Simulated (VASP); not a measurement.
Here is the system:

```
CELL_PARAMETERS angstrom
      4.07225     0.00000     0.00000
      0.00000     4.07225     0.00000
      0.00000     0.00000     4.07225
ATOMIC_POSITIONS crystal
  K  0.00000 0.00000 0.00000
  Mg 0.50000 0.50000 0.50000
  F  0.50000 0.00000 0.50000
  F  0.00000 0.50000 0.50000
  F  0.50000 0.50000 0.00000
```

These are PBE GGA with D3 dispersion (zero damping), VASP's PBE PAW potentials (set 64) (plane waves; VASP) values and carry that method's errors. Numerical set-up: 520 eV cut-off, 6×6×6 Γ-centred mesh, Gaussian smearing of 0.050 eV, potentials K_sv Mg F.

Task: What does the run give for the energy per atom (σ→0), pressure, band gap (on the k-mesh) with the smallest direct gap where there is one?

Result: 
```yaml
band gap (on the k-mesh): 6.83 eV
smallest direct gap (on the k-mesh): 7.16 eV
energy per atom (σ→0): -5.051 eV/atom
pressure: -18.0 kbar
```

The absolute energy has meaning only against runs of the same code, potentials and settings.

The compound is KMgF3 in the cubic perovskite structure. This cell is one point of a volume scan, at 1.03 of the reference volume.
